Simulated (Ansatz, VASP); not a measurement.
VWC2: VASP beside Ansatz

File INCAR:

```
PREC = Accurate
ENCUT = 520
EDIFF = 1E-7
ISMEAR = -1
SIGMA = 0.05
LREAL = False
LASPH = True
NELM = 100
ALGO = Normal
ISIF = 2
LWAVE = False
LCHARG = False
ISPIN = 2
MAGMOM = 0 2 0 0
LORBIT = 11
LMAXMIX = 4
GGA = PE
NBANDS = 30
```

KPOINTS

```
Automatic mesh
0
Gamma
  10 10 10
```

POSCAR

```
VWC2
1.0
    1.4965380473      0.8640266445      4.8672107864
   -1.4965380473      0.8640266445      4.8672107864
    0.0000000000     -1.7280532889      4.8672107864
W V C
1 1 2
Direct
    0.0000000000      0.0000000000      0.0000000000
    0.5000000000      0.5000000000      0.5000000000
    0.2464940000      0.2464940000      0.2464940000
    0.7535060000      0.7535060000      0.7535060000
```

input.yaml

```yaml
crystal:
  lattice:
    - [1.4965380473, 0.8640266445, 4.8672107864]
    - [-1.4965380473, 0.8640266445, 4.8672107864]
    - [0.0, -1.7280532889, 4.8672107864]
  atoms:
    - { symbol: W, position: [0.0, 0.0, 0.0] }
    - { symbol: V, position: [0.5, 0.5, 0.5], spin: 2.0 }
    - { symbol: C, position: [0.246494, 0.246494, 0.246494] }
    - { symbol: C, position: [0.753506, 0.753506, 0.753506] }
hamiltonian:
  xc: pbe
  pseudopotentials: { kind: paw }
magnetization:
  spin_polarized: true
kpoints:
  mp_grid: { grid: [10, 10, 10] }
scf:
  occupations: { method: fermi_dirac, width: 0.05 }
output:
  forces: true
  stress: true
  eigenvalues: true
```

Change from the starting cell: volume scaled by 0.96.

Alike in both runs: task single point; functional PBE; k mesh 10 × 10 × 10; occupations fermi-dirac, width 0.05 eV; collinear spin, ferromagnetic start.

```csv
,VASP,Ansatz
version,VASP 6.6.1,Ansatz 0.2.0
potentials or method,"VASP PAW PBE potentials, release 64 (W_sv, V_sv, C)",Ansatz PAW
plane-wave cutoff (eV),520,420
valence electrons in the cell,35,35
```

Ansatz gave:

| Quantity | Value |
| --- | --- |
| gap on the k mesh at the Fermi level (eV) | none |
| pressure (GPa) | 12.7 |
| largest component of the traceless stress (GPa) | 0.55 |
| rms of the force components (eV/Å) | 0.041 |
| net moment per atom (μB) | 0.00 |

Task: Estimate VASP's values.

Result: gap on the k mesh at the Fermi level (eV): none; pressure (GPa): 13.5; largest component of the traceless stress (GPa): 0.59; rms of the force components (eV/Å): 0.047; net moment per atom (μB): 0.00.

Atom by atom the forces differ by 0.006 eV/Å (rms over components). A gap of «none» marks a metal or a gap that the smearing closes.

Caveats: the pressure holds a Pulay correction of +0.4 GPa for the finite cutoff (Ansatz); the starting moments weren't kept (Ansatz). The runs have no spin-orbit coupling, so splittings on W are missing.
